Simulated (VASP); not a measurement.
The cell holds one Bi₂Se₃ (tetradymite) bilayer, with vacuum along c. Ionisation potential and electron affinity count from the cell's own band edges, surface states included.

Consider the following.

```xyz
10
Lattice="4.0843 0.0000 0.0000 -2.0421 3.5371 0.0000 0.0000 0.0000 32.0935" Properties=species:S:1:pos:R:3 pbc="T T T"
Bi     0.0000     2.3581     9.4233
Bi     0.0000     0.0000    18.8583
Bi     2.0421     3.5371    13.2352
Bi     2.0421     1.1790    22.6702
Se     0.0000     0.0000     7.8724
Se     2.0421     1.1790    11.3292
Se     0.0000     2.3581    14.8129
Se     2.0421     1.1790    17.2806
Se     0.0000     2.3581    20.7643
Se    -2.0421     3.5371    24.2210
```

Method: LDA (Ceperley-Alder, Perdew-Zunger), VASP's LDA PAW potentials (set 64) (plane waves; VASP 6.6.1). Run with 400 eV cut-off, 12×12×1 Γ-centred mesh, Gaussian smearing of 0.050 eV, potentials Bi_d Se.

Unless said otherwise, spin-orbit coupling is left out, though it shifts the bands of the heavy elements here.

* **energy to cut it from the bulk, per area**: 17.2 meV/Å²
* **ionisation potential**: 5.80 eV
* **electron affinity**: 5.36 eV
* **band gap (on the k-mesh)**: 0.44 eV

The cell is a sheet with vacuum, built from Bi2Se3 (tetradymite).
